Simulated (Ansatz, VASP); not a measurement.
**HfOs3W: VASP beside Ansatz**

```
CELL_PARAMETERS angstrom
4.68441 0.00000 0.00000
0.00000 4.68441 0.00000
0.00000 0.00000 4.68441
ATOMIC_POSITIONS crystal
Hf 0.00000 0.00000 0.00000
Os 0.00000 0.50000 0.50000
Os 0.50000 0.50000 0.00000
Os 0.50000 0.00000 0.50000
W 0.50000 0.50000 0.50000
```

Change from the starting cell: species swapped into the TmRh3C type (Pm-3m, No. 221).

Alike in both runs: functional PBE; k mesh 4 × 4 × 4; occupations gaussian, width 0.1 eV; no spin polarisation.

Ansatz relaxed the structure, and its values are those at the end. VASP's run is a single point on that final structure, the one shown.

```csv
,VASP,Ansatz
version,VASP 6.6.1,Ansatz 0.2.0
potentials or method,"VASP PAW PBE potentials, release 64 (Hf_pv, Os, W_sv)","scalar-relativistic, plane waves, PAW"
plane-wave cutoff (eV),520,420
valence electrons in the cell,48,88
```

Ansatz gave:

| Property | Result |
| --- | --- |
| gap on the k mesh at the Fermi level (eV) | none |
| pressure (GPa) | 0.1 |

Which values does VASP return?

gap on the k mesh at the Fermi level (eV): none; pressure (GPa): 1.1.

A gap of «none» marks a metal or a gap that the smearing closes. The functional is the same, so the differences come from potentials, cutoffs and numerics. The two sets of potentials don't hold the same shells in valence.

The runs have no spin-orbit coupling, so splittings on Hf, Os, W are missing.
